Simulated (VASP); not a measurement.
TiC:

```
Ti C
1.0
     0.00000    2.15930    2.15930
     2.15930    0.00000    2.15930
     2.15930    2.15930    0.00000
Ti C
1 1
Direct
  0.00000 0.00000 0.00000
  0.50000 0.50000 0.50000
```

* Program: VASP 6.6.1
* Task: relaxation of cell and atoms
* Functional: RPBE
* Potentials or basis: VASP PAW PBE potentials, release 64 (Ti_sv, C)
* Cutoff: 600 eV
* k mesh: 14 × 14 × 14
* Occupations: methfessel-paxton, width 0.1 eV
* Spin: no spin polarisation

At the start: pressure 7.2 GPa; volume 10.07 Å³/atom.

**Question.** How do energy, volume and symmetry change on relaxing?

**Answer.** Over 3 steps the energy falls by 6.4 meV/atom and the volume is 10.36 Å³/atom (+2.9 %); space group Fm-3m (No. 225, to 0.05 Å).

Step by step:
| step | energy change (eV) | largest force (eV/Å) | pressure (GPa) | volume (Å³) |
| --- | --- | --- | --- | --- |
| 1 | 0.0000 | 0.0000 | 7.17 | 20.14 |
| 2 | 0.0063 | 0.0000 | -7.83 | 21.48 |
| 3 | -0.0128 | 0.0000 | -0.04 | 20.72 |

Final structure:
```
Ti C
1.0
     0.00000    2.18015    2.18015
     2.18015    0.00000    2.18015
     2.18015    2.18015    0.00000
Ti C
1 1
Direct
  0.00000 0.00000 0.00000
  0.50000 0.50000 0.50000
```

Caveat: the PAW data sets were made with another functional, which shifts forces and pressure a little.
